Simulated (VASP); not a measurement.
A run of VASP 6.6.1 is set up as follows.

File INCAR:

```
ALGO = Normal
EDIFF = 1E-6
EDIFFG = -0.02
ENCUT = 600
GGA = 91
IBRION = 2
ISIF = 3
ISMEAR = -1
LASPH = T
LCHARG = F
LREAL = F
LWAVE = F
NELM = 80
NSW = 60
PREC = Accurate
SIGMA = 0.05
```

Contents of KPOINTS:

```
k-points
0
Gamma
  3 3 7
```

The input POSCAR:

```
Be2Al5
1.0
    6.4105600000      0.0000000000      0.0000000000
    0.0000000000      6.4105600000      0.0000000000
    0.0000000000      0.0000000000      2.6880600000
Be Al
2 5
Direct
    0.5000000000      0.0000000000      0.0000000000
    0.0000000000      0.5000000000      0.0000000000
    0.7906600000      0.7906600000      0.5000000000
    0.2093400000      0.2093400000      0.5000000000
    0.2093400000      0.7906600000      0.5000000000
    0.7906600000      0.2093400000      0.5000000000
    0.5000000000      0.5000000000      0.5000000000
```

Potentials or basis: VASP PAW PBE potentials, release 64 (Be, Al).

The run is started by

```bash
$ cat potpaw_PBE.64/Be/POTCAR potpaw_PBE.64/Al/POTCAR > POTCAR
$ mpirun -np 1 vasp_std > vasp.out
```

Q: Estimate the space group after relaxing (to 0.05 Å).

A: P4/mmm (No. 123).

Q: Predict the relaxed volume.

A: 15.89 Å³/atom.

Q: Predict the relaxed cell.

A: a = 6.371 Å, b = 6.371 Å, c = 2.741 Å, α = 90.00°, β = 90.00°, γ = 90.00°.

The path:
```tsv
step	energy change (eV)	largest force (eV/Å)	pressure (GPa)	volume (Å³)
1	0.0000	0.0375	0.72	110.47
2	-0.0034	0.0269	-0.06	111.61
3	-0.0034	0.0255	-0.16	111.76
4	-0.0054	0.0209	-0.24	111.79
5	-0.0116	0.0098	-0.39	111.87
6	0.0059	0.1172	-0.37	111.99
7	-0.0122	0.0202	-0.41	111.89
8	-0.0123	0.0258	-0.41	111.90
9	-0.0126	0.0278	0.09	111.12
10	-0.0130	0.0269	-0.12	111.44
11	-0.0133	0.0136	-0.01	111.26
```

Caveat: the PAW data sets were made with another functional, which shifts forces and pressure a little.
